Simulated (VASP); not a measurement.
Data:

```
CELL_PARAMETERS angstrom
      4.13046     0.00000     0.00000
      0.00000     4.13046     0.00000
      0.00000     0.00000     4.13046
ATOMIC_POSITIONS crystal
  Er 0.00000 0.00000 0.00000
  B  0.50000 0.50000 0.50000
  Rh 0.00000 0.50000 0.50000
  Rh 0.50000 0.00000 0.50000
  Rh 0.50000 0.50000 0.00000
```

Level of theory: PBEsol GGA, VASP's PBE PAW potentials (set 64) (plane waves; VASP). Settings: 520 eV cut-off, 7×7×7 Γ-centred mesh, first-order Methfessel-Paxton smearing of 0.10 eV, potentials Er_3 B Rh_pv.

The 4f electrons are frozen in the core of the lanthanide potential, so 4f levels, which can set the real gap, and their magnetism are missing. The run has a spin-polarised start.

**Question.** Estimate the cell moment, energy per atom (σ→0), band gap (on the k-mesh) with the smallest direct gap where there is one.

**Answer.** 
The band gap (on the k-mesh) is none (metal, semimetal or under 0.01 eV), the cell moment is 0.00 μB and the energy per atom (σ→0) comes out as -8.091 eV/atom.

The absolute energy has meaning only against runs of the same code, potentials and settings.

The structure comes from a computed database's ErBRh3 entry (Pm-3m); how it stands against other phases isn't given here. It was relaxed first. The start is the result of an earlier pass.
